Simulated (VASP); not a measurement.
Method: PBEsol GGA, VASP's PBE PAW potentials (set 64) (plane waves; VASP).

Input for VASP

File POSCAR:
```
NiSb
1
    3.2141869634    -0.0000000000    -0.0000000000
   -0.0000000000     3.2141869634    -0.0000000000
   -0.0000000000    -0.0000000000     3.2141869634
Ni Sb
1 1
Direct
  0.0000000000   0.0000000000   0.0000000000
  0.5000000000   0.5000000000   0.5000000000
```

File KPOINTS:
```
kpoints
0
gamma
10 10 10
```

INCAR:
```
# general
SYSTEM   =  NiSb
PREC     =  Accurate
ENCUT    =  400
LREAL    =  F
LASPH    =  T

# electronic loop
EDIFF    =  1E-6
NELM     =  100
ALGO     =  Normal
LMAXMIX  =  4

# smearing
ISMEAR   =  1
SIGMA    =  0.1

# functional
GGA      =  PS

# ions
IBRION   =  2
NSW      =  60
ISIF     =  3
EDIFFG   =  -0.01

# output
LWAVE    =  F
LCHARG   =  F
```

POTCAR, in this order: Ni Sb (PBE.64 set). Program: vasp_std.

Output

**OSZICAR**
```
       N       E                     dE             d eps       ncg     rms          rms(c)
DAV:   1     0.547781910720E+02    0.54778E+02   -0.51810E+03  1240   0.107E+03
DAV:   2    -0.896657780985E+01   -0.63745E+02   -0.60740E+02  1267   0.220E+02
DAV:   3    -0.111644661071E+02   -0.21979E+01   -0.21043E+01  1469   0.475E+01
DAV:   4    -0.112089061924E+02   -0.44440E-01   -0.44379E-01  1393   0.650E+00
DAV:   5    -0.112098922529E+02   -0.98606E-03   -0.98599E-03  1452   0.110E+00    0.900E+00
DAV:   6    -0.131154658866E+02   -0.19056E+01   -0.25290E+01  1382   0.973E+01    0.144E+01
DAV:   7    -0.105485899077E+02    0.25669E+01   -0.81567E+00  1454   0.676E+01    0.224E+00
DAV:   8    -0.105375166661E+02    0.11073E-01   -0.56891E-01  1538   0.105E+01    0.152E+00
DAV:   9    -0.105233646612E+02    0.14152E-01   -0.78364E-02  1497   0.478E+00    0.196E-01
DAV:  10    -0.105233560541E+02    0.86071E-05   -0.12357E-03  1444   0.525E-01    0.106E-01
DAV:  11    -0.105232818761E+02    0.74178E-04   -0.24090E-04  1796   0.182E-01    0.167E-02
DAV:  12    -0.105232809423E+02    0.93384E-06   -0.87093E-06  1358   0.295E-02
   1 F= -.10523281E+02 E0= -.10523337E+02  d E =-.105233E+02
       N       E                     dE             d eps       ncg     rms          rms(c)
DAV:   1    -0.105283512549E+02   -0.50694E-02   -0.54845E-02  1357   0.449E+00    0.723E-01
DAV:   2    -0.105440556406E+02   -0.15704E-01   -0.18880E-01  1416   0.825E+00    0.131E+00
DAV:   3    -0.105230161454E+02    0.21039E-01   -0.94193E-02  1405   0.586E+00    0.118E-01
DAV:   4    -0.105228836310E+02    0.13251E-03   -0.94605E-04  1269   0.334E-01    0.281E-02
DAV:   5    -0.105228769314E+02    0.66995E-05   -0.31688E-05  1798   0.827E-02    0.867E-03
DAV:   6    -0.105228766283E+02    0.30317E-06   -0.28491E-06   968   0.189E-02
   2 F= -.10522877E+02 E0= -.10522908E+02  d E =0.404314E-03
       N       E                     dE             d eps       ncg     rms          rms(c)
DAV:   1    -0.105259388210E+02   -0.30619E-02   -0.27597E-02  1357   0.318E+00    0.516E-01
DAV:   2    -0.105340059226E+02   -0.80671E-02   -0.96142E-02  1394   0.590E+00    0.918E-01
DAV:   3    -0.105232593705E+02    0.10747E-01   -0.46603E-02  1405   0.421E+00    0.687E-02
DAV:   4    -0.105232206352E+02    0.38735E-04   -0.50859E-04  1250   0.173E-01    0.329E-02
DAV:   5    -0.105232096671E+02    0.10968E-04   -0.45281E-05  1458   0.125E-01    0.648E-03
DAV:   6    -0.105232091843E+02    0.48272E-06   -0.25574E-06  1113   0.176E-02
   3 F= -.10523209E+02 E0= -.10523257E+02  d E =0.717580E-04
       N       E                     dE             d eps       ncg     rms          rms(c)
DAV:   1    -0.105234017256E+02   -0.19206E-03   -0.15170E-03  1360   0.747E-01    0.121E-01
DAV:   2    -0.105238412489E+02   -0.43952E-03   -0.52266E-03  1394   0.138E+00    0.216E-01
DAV:   3    -0.105232556701E+02    0.58558E-03   -0.25606E-03  1413   0.982E-01    0.172E-02
DAV:   4    -0.105232532577E+02    0.24124E-05   -0.26610E-05  1250   0.435E-02    0.639E-03
DAV:   5    -0.105232528285E+02    0.42920E-06   -0.15893E-06   699   0.234E-02
   4 F= -.10523253E+02 E0= -.10523304E+02  d E =0.281138E-04
       N       E                     dE             d eps       ncg     rms          rms(c)
DAV:   1    -0.105232839441E+02   -0.30686E-04   -0.19649E-04  1340   0.271E-01    0.432E-02
DAV:   2    -0.105233403408E+02   -0.56397E-04   -0.66710E-04  1391   0.492E-01    0.770E-02
DAV:   3    -0.105232653611E+02    0.74980E-04   -0.32725E-04  1405   0.351E-01    0.628E-03
DAV:   4    -0.105232650912E+02    0.26988E-06   -0.34398E-06  1234   0.161E-02
   5 F= -.10523265E+02 E0= -.10523317E+02  d E =0.158511E-04
       N       E                     dE             d eps       ncg     rms          rms(c)
DAV:   1    -0.105232782064E+02   -0.12845E-04   -0.62678E-05  1366   0.151E-01    0.258E-02
DAV:   2    -0.105232984370E+02   -0.20231E-04   -0.23732E-04  1394   0.293E-01    0.460E-02
DAV:   3    -0.105232716390E+02    0.26798E-04   -0.11739E-04  1405   0.210E-01    0.390E-03
DAV:   4    -0.105232715384E+02    0.10058E-06   -0.11373E-06   848   0.954E-03
   6 F= -.10523272E+02 E0= -.10523325E+02  d E =0.940386E-05
       N       E                     dE             d eps       ncg     rms          rms(c)
DAV:   1    -0.105232754890E+02   -0.38500E-05   -0.12745E-05  1199   0.684E-02    0.116E-02
DAV:   2    -0.105232796688E+02   -0.41799E-05   -0.47989E-05  1394   0.132E-01    0.207E-02
DAV:   3    -0.105232741925E+02    0.54763E-05   -0.23700E-05  1364   0.943E-02    0.174E-03
DAV:   4    -0.105232741781E+02    0.14407E-07   -0.22819E-07   616   0.427E-03
   7 F= -.10523274E+02 E0= -.10523328E+02  d E =0.676417E-05
       N       E                     dE             d eps       ncg     rms          rms(c)
DAV:   1    -0.105232763110E+02   -0.21184E-05   -0.52875E-06  1092   0.441E-02    0.731E-03
DAV:   2    -0.105232780202E+02   -0.17092E-05   -0.19210E-05  1290   0.833E-02    0.131E-02
DAV:   3    -0.105232758055E+02    0.22147E-05   -0.94646E-06  1140   0.596E-02    0.108E-03
DAV:   4    -0.105232758049E+02    0.60413E-09   -0.91281E-08   616   0.271E-03
   8 F= -.10523276E+02 E0= -.10523330E+02  d E =0.513740E-05
       N       E                     dE             d eps       ncg     rms          rms(c)
DAV:   1    -0.105232767138E+02   -0.90829E-06   -0.12607E-06   616   0.221E-02    0.357E-03
DAV:   2    -0.105232771121E+02   -0.39828E-06   -0.42554E-06  1056   0.414E-02
   9 F= -.10523277E+02 E0= -.10523332E+02  d E =0.383023E-05
       N       E                     dE             d eps       ncg     rms          rms(c)
DAV:   1    -0.105232762996E+02    0.41423E-06   -0.11271E-06   616   0.203E-02    0.962E-04
DAV:   2    -0.105232763363E+02   -0.36744E-07   -0.57562E-07   624   0.121E-02
  10 F= -.10523276E+02 E0= -.10523330E+02  d E =0.460600E-05
       N       E                     dE             d eps       ncg     rms          rms(c)
DAV:   1    -0.105232765141E+02   -0.21457E-06   -0.99180E-08   616   0.568E-03    0.991E-04
DAV:   2    -0.105232765535E+02   -0.39348E-07   -0.29870E-07   616   0.106E-02
  11 F= -.10523277E+02 E0= -.10523331E+02  d E =0.438882E-05
```

File OUTCAR:
```
------------------------ aborting loop because EDIFF is reached ----------------------------------------
  FORCE on cell =-STRESS in cart. coord.  units (eV):
  Direction    XX          YY          ZZ          XY          YZ          ZX
  --------------------------------------------------------------------------------------
  Total       -0.0198169     -0.0198169     -0.0198169     -0.0000000      0.0000000      0.0000000
  in kB       -0.9561429     -0.9561429     -0.9561429     -0.0000000      0.0000000      0.0000000
  external PRESSURE =      -0.9561429 kB  Pullay stress =       0.0000000 kB
  volume of cell :       33.21
      direct lattice vectors                 reciprocal lattice vectors
     3.214212300 -0.000000000 -0.000000000     0.311118217 -0.000000000  0.000000000
     0.000000000  3.214212300 -0.000000000     0.000000000  0.311118217  0.000000000
    -0.000000000  0.000000000  3.214212300     0.000000000  0.000000000  0.311118217
 POSITION                                       TOTAL-FORCE (eV/Angst)
 -----------------------------------------------------------------------------------
      0.00000      0.00000      0.00000        -0.000000      0.000000      0.000000
      1.60711      1.60711      1.60711         0.000000      0.000000      0.000000
 -----------------------------------------------------------------------------------
    total drift:                                0.000000      0.000000      0.000000
  FREE ENERGIE OF THE ION-ELECTRON SYSTEM (eV)
  ---------------------------------------------------
  free  energy   TOTEN  =       -10.5232765535 eV

  energy  without entropy=      -10.5234387225  energy(sigma->0) =      -10.52333061

 reached required accuracy - stopping structural energy minimisation
```
(Selected blocks of OUTCAR.)

### CONTCAR
```
NiSb
   1.00000000000000
     3.2142122995284002   -0.0000000000000000   -0.0000000000000000
     0.0000000000000000    3.2142122995284002   -0.0000000000000000
    -0.0000000000000000    0.0000000000000000    3.2142122995284002
  Ni              Sb
     1     1
Direct
     0.0000000000000000    0.0000000000000000    0.0000000000000000
     0.5000000000000000    0.5000000000000000    0.5000000000000000
```

The structure was generated: NiSb was put into the CsCl type type (Pm-3m), which need not be its known phase. This run relaxes it. Symmetry was kept, so distortions that lower it aren't found. The start is the result of an earlier pass. The run is not spin-polarised, so no magnetic state was tried. The electron count is odd and the run is not spin-polarised, which forces a metal.
